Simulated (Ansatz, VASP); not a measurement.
Two plane-wave programs on GeB2C3

Contents of INCAR:

```
SYSTEM = GeB2C3
ALGO     = Normal         ! electronic algorithm
EDIFF    = 1E-6           ! SCF threshold, eV
ENCUT    = 520            ! plane-wave cutoff, eV
GGA      = PE             ! functional
ISIF     = 2              ! what is computed and relaxed
ISMEAR   = 0              ! smearing method
LASPH    = .TRUE.         ! aspherical terms in the spheres
LCHARG   = .TRUE.         ! write CHGCAR
LELF     = .TRUE.         ! ELF
LREAL    = .FALSE.        ! projectors in reciprocal space
LVHAR    = .TRUE.       
LWAVE    = .FALSE.        ! write WAVECAR
NBANDS   = 25             ! bands
NELM     = 80             ! most SCF steps
PREC     = Accurate       ! precision mode
SIGMA    = 0.1            ! smearing width, eV
```

The input KPOINTS:

```
k-points
0
G
  6 6 6
  0 0 0
```

File POSCAR:

```
GeB2C3
1.0
    2.4493080300      1.4141086500      3.9398499600
   -2.4493080300      1.4141086500      3.9398499600
    0.0000000000     -2.8282173100      3.9398499600
Ge B C
1 2 3
Direct
    0.0000000000      0.0000000000      0.0000000000
    0.6289240100      0.6289240100      0.6289240100
    0.3710759900      0.3710759900      0.3710759900
    0.0000000000      0.5000000000      0.0000000000
    0.5000000000      0.0000000000      0.0000000000
    0.0000000000      0.0000000000      0.5000000000
```

Input for Ansatz:

```yaml
crystal:
  lattice:
    - [2.44930803, 1.41410865, 3.93984996]
    - [-2.44930803, 1.41410865, 3.93984996]
    - [0.0, -2.82821731, 3.93984996]
  atoms:
    - { symbol: Ge, position: [0.0, 0.0, 0.0] }
    - { symbol: B, position: [0.62892401, 0.62892401, 0.62892401] }
    - { symbol: B, position: [0.37107599, 0.37107599, 0.37107599] }
    - { symbol: C, position: [0.0, 0.5, 0.0] }
    - { symbol: C, position: [0.5, 0.0, 0.0] }
    - { symbol: C, position: [0.0, 0.0, 0.5] }
basis:
  ecutwfc: 420
kpoints:
  mp_grid: { grid: [6, 6, 6] }
hamiltonian:
  xc: pbe
scf:
  occupations: { method: gaussian, width: 0.1 }
  lower_state_search: "off"
output:
  forces: true
  stress: true
  eigenvalues: true
```

Change from the starting cell: species swapped into the Zr2Al3Cr type (R-3m, No. 166).

Alike in both runs: task single point; functional PBE; k mesh 6 × 6 × 6; occupations gaussian, width 0.1 eV; no spin polarisation.

|  | VASP | Ansatz |
| --- | --- | --- |
| version | VASP 6.6.1 | Ansatz 0.2.0 |
| potentials or method | VASP PAW PBE potentials, release 64 (Ge_d, B, C) | scalar-relativistic, plane waves, PAW |
| plane-wave cutoff (eV) | 520 | 420 |
| valence electrons in the cell | 32 | 32 |

VASP gave:

| Item | Value |
| --- | --- |
| gap on the k mesh at the Fermi level (eV) | none |
| pressure (GPa) | -20.1 |
| largest component of the traceless stress (GPa) | 2.28 |
| rms of the force components (eV/Å) | 0.030 |

Question: What did Ansatz give for the same quantities?

Answer: gap on the k mesh at the Fermi level (eV): none; pressure (GPa): -20.1; largest component of the traceless stress (GPa): 2.33; rms of the force components (eV/Å): 0.031.

Atom by atom the forces differ by 0.000 eV/Å (rms over components). A gap of «none» marks a metal or a gap that the smearing closes.

Caveats: so large a pressure means that the cell lies far from this level's equilibrium, or that cutoff or potentials fall short (VASP).
